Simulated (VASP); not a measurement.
An input for Ansatz (written as the equivalent of a VASP run, and not itself run):

Ansatz 0.2 input:
```yaml
crystal:
  lattice:
    - [1.4556523, -2.5212635, 0.0000000]
    - [1.4556523, 2.5212635, 0.0000000]
    - [0.0000000, 0.0000000, 4.7740418]
  atoms:
    - { symbol: Si, position: [0.6666670, 0.3333330, 0.4996340] }
    - { symbol: Si, position: [0.3333330, 0.6666670, 0.9996340] }
    - { symbol: C, position: [0.6666670, 0.3333330, 0.8753660] }
    - { symbol: C, position: [0.3333330, 0.6666670, 0.3753660] }
kpoints:
  mp_grid: { grid: [9, 9, 5] }
hamiltonian:
  xc: lda
  pseudopotentials: { kind: paw }
scf:
  occupations: { method: gaussian, width: 0.05 }
  max_iter: 100
relax:
  max_steps: 40
  f_tol: 0.02
  cell: { p_target: 45 }
output: { forces: true, stress: true, eigenvalues: true }
```

Question: Write the VASP files for the same calculation (LDA).

Answer: Several could match; the one computed here: 
File KPOINTS:
```
Automatic mesh
0
Gamma
9 9 5
0 0 0
```

### POSCAR
```
SiC
1
    1.4556522930    -2.5212634709     0.0000000000
    1.4556522930     2.5212634709     0.0000000000
    0.0000000000     0.0000000000     4.7740417689
Si C
2 2
Direct
  0.6666670000   0.3333330000   0.4996339845
  0.3333330000   0.6666670000   0.9996339845
  0.6666670000   0.3333330000   0.8753660155
  0.3333330000   0.6666670000   0.3753660155
```

### INCAR
```
! general
SYSTEM =SiC
PREC   =Accurate
ENCUT  =620
LREAL  =.FALSE.
LASPH  =.TRUE.

! electronic loop
EDIFF  =1E-6
NELM   =100
ALGO   =Normal

! smearing
ISMEAR =0
SIGMA  =0.05

! ions
IBRION =2
NSW    =40
ISIF   =3
EDIFFG =-0.02
PSTRESS=450

! output
LWAVE  =.FALSE.
LCHARG =.FALSE.
```

POTCAR, in this order: Si C (LDA.64 set). Program: vasp_std.

What does not carry over: each code has its own PAW files, so the cut-off isn't converted (ENCUT is set for VASP's; basis.ecutwfc is left out, and Ansatz then takes the one that its files recommend); Ansatz stops its SCF on the density residual and VASP on the energy change (EDIFF); Ansatz's lda is the Perdew-Wang form, while the LDA potentials of VASP carry Perdew-Zunger's.

The compound is SiC in the wurtzite structure, the rare 2H polytype. It was relaxed first under an external pressure of 45 GPa.
